## The decision: which cell goes into the contact model?

TiSi₂ serves as a contact material on silicon, and an atomistic model of that contact needs lattice edges for the silicide. Those edges depend on the density functional. If a silicide described with PBE is clamped to the edges that LDA prefers, it is squeezed by about 1.6 % along its atomic layers before any real mismatch with silicon enters. The edges of both crystals should therefore come from the functional that the contact model itself uses.

VASP 6.6.1 plane-wave DFT with PAW potentials: cell and atoms of the 6-atom primitive cell of TiSi₂ (Fddd) relaxed without spin polarisation or a separate dispersion correction. The cutoff is 600 eV, the k mesh 7×7×7 and the Fermi-Dirac smearing 0.05 eV. Volume changes are relative to the starting cell (13.98 Å³/atom); angle ac lies between edges a and c.

| functional | potentials | volume change (%) | relaxed length a (Å) | relaxed length b (Å) | relaxed length c (Å) | relaxed angle ac (degree) |
| --- | --- | --- | --- | --- | --- | --- |
| LDA | VASP PAW LDA potentials, recommended | -3.390 | 5.857 | 4.843 | 4.694 | 53.27 |
| PBE | VASP PAW PBE potentials, recommended | 1.320 | 5.949 | 4.916 | 4.772 | 53.22 |
| PBEsol | VASP PAW PBE potentials, recommended | -1.370 | 5.899 | 4.879 | 4.724 | 53.30 |
| RPBE | VASP PAW PBE potentials, recommended | 2.970 | 5.982 | 4.942 | 4.799 | 53.20 |
| vdW-DF | VASP PAW PBE potentials, recommended | 5.730 | 6.030 | 4.966 | 4.859 | 52.94 |

## What changes from row to row

The volume rises from LDA through PBEsol, PBE and RPBE to vdW-DF. The last cell is 9.4 % larger than the first, or about 3 % along an average edge. LDA uses its own potentials, but the other four functionals share one set and still span 7.2 %, so the functional itself matters. The volume changes are counted from the supplied starting cell. They rank the functionals by size and do not tell which one is closest to experiment. In solids generally, LDA tends to give cells that are too small, while RPBE and vdW-DF tend to give cells that are too large.

## Why gradients make the cell grow

When a crystal is stretched, the electron density between the atoms thins out. Relative to its local value, the density then varies more steeply in space. LDA evaluates exchange as if each point sat in a uniform electron gas, so it gives this steeper variation no credit. Gradient-corrected functionals do, through a factor $F(s)$ in the exchange energy:

$$E_x=\int n\,\varepsilon_x^{\mathrm{LDA}}(n)\,F(s)\,d^3r .$$

Here $n$ is the electron density, $\varepsilon_x^{\mathrm{LDA}}$ the negative exchange energy per electron of a uniform gas, and $s$ the density gradient scaled by the local density. If $F$ rises with $s$, steep gradients are rewarded with a lower energy, and this favours the wider cell. The steeper the rise, the stronger the push.

The known shapes of $F$ explain the order of the first four functionals. LDA keeps $F=1$. PBEsol lets it rise gently, PBE more steeply, and RPBE starts like PBE but climbs faster at larger gradients. Gradient terms in the correlation energy pull partly the other way, but exchange sets the direction. This is an argument from the formulas; the table shows the order that it leads to.

## Why van der Waals correlation does not shrink the cell

The name vdW-DF suggests PBE or RPBE with extra attraction, and hence a smaller cell. The calculation gives the largest cell of all. The reason is that vdW-DF exchanges ingredients instead of adding one. Its exchange part, revPBE, is close to that of RPBE at the gradients common in solids. Its correlation part drops the gradient term used in PBE and RPBE, which by itself favours compact cells, and puts a non-local term in its place. No separate dispersion correction was added on top.

Theory thus points to the correlation swap as the main source of the further growth beyond RPBE. The table shows only the net result: the attraction carried by the non-local term does not make up for the other changes.

## Does the cell simply swell?

The simplest picture is a uniform stretch, with every edge changing by the same percentage. The listed lengths $a$, $b$ and $c$ hide this, because each belongs to a slanted primitive vector that mixes two edges of the usual rectangular cell. The long edge, for example, is

$$L=\sqrt{2(a^2+b^2-c^2)} .$$

TiSi₂ consists of nearly hexagonal layers, four of which stack along $L$. The printed analysis lists all the recovered edges.

Measured from PBE, the uniform picture works well for RPBE and LDA: layers and stacking edge change by nearly the same percentage. PBEsol departs from it slightly. In vdW-DF it fails, since the layers widen by 1.7 % while the stacking edge grows by only 0.8 %. The smaller angle $ac$ in that row is the same distortion seen in the primitive vectors.

It is tempting to blame attraction between layers. Yet neighbouring layers lie only about 2.1 Å apart and are chemically bonded, so this is not a van der Waals gap like that in graphite.

## Could leftover stress explain the odd shape?

The vdW-DF cell stopped with a residual stress of at most about 0.08 GPa. Taking a rough, deliberately low stiffness of 100 GPa for the silicide, the corresponding strain is

$$\frac{0.08\ \mathrm{GPa}}{100\ \mathrm{GPa}}\approx 0.0008,$$

or about 0.1 %. The layers have outgrown the stacking edge by 0.9 percentage points, roughly ten times as much. Leftover stress is therefore an unlikely cause.

The relaxation was short, and its last step still lowered the energy by almost 3 meV per cell. That drop reflects the move just made, not the distance still to go. What is left shows in the stress and the forces at the final cell, and both are small. A tighter relaxation should therefore change the shape only slightly.

Nor does the shape look like a plain effect of volume. LDA lies about as far below PBE in volume as vdW-DF lies above it, 4.6 % against 4.4 %, yet LDA nearly keeps the proportions of PBE. RPBE keeps them too, although its exchange is close to that of vdW-DF. The likelier source is therefore the changed correlation, but the table cannot say whether the lost gradient term or the added non-local term is at work. A run with revPBE exchange and LDA correlation alone would separate the two: would the layers still widen more than they move apart?

Printed output of the fit:

```
Conventional edges in angstrom:
     row  short edge  middle edge  long edge  middle over long  middle over short
     LDA       4.729         8.11      8.453            0.9594              1.715
     PBE       4.806        8.246      8.577            0.9613              1.716
  PBEsol       4.759        8.162      8.519            0.9581              1.715
    RPBE       4.831        8.294      8.623            0.9618              1.717
  vdW-DF       4.881        8.404       8.65            0.9715              1.722
Change against PBE in percent:
     row  volume  mean edge in the layer  stacking edge  layer less stacking
     LDA  -4.649                   -1.62         -1.452              -0.1686
     PBE       0                       0              0                    0
  PBEsol  -2.655                 -0.9982        -0.6806              -0.3176
    RPBE   1.629                  0.5515         0.5309              0.02062
  vdW-DF   4.353                   1.734          0.848               0.8861
Middle over long edge in the supplied cell: 0.9659
Middle over short edge of an ideal hexagonal layer: 1.732
Layer spacing in PBE in angstrom: 2.144
Layer spacing in vdW-DF in angstrom: 2.163
Step LDA to PBEsol in points of the starting volume: 2.02
Step PBEsol to PBE in points of the starting volume: 2.69
Step PBE to RPBE in points of the starting volume: 1.65
Step RPBE to vdW-DF in points of the starting volume: 2.76
Volume of vdW-DF above LDA in percent: 9.44
Volume of vdW-DF above PBEsol with the same potentials in percent: 7.199
Mean edge of vdW-DF above LDA in percent: 3.053
Strain that the residual stress of vdW-DF could cause in percent (order of magnitude): 0.077
```
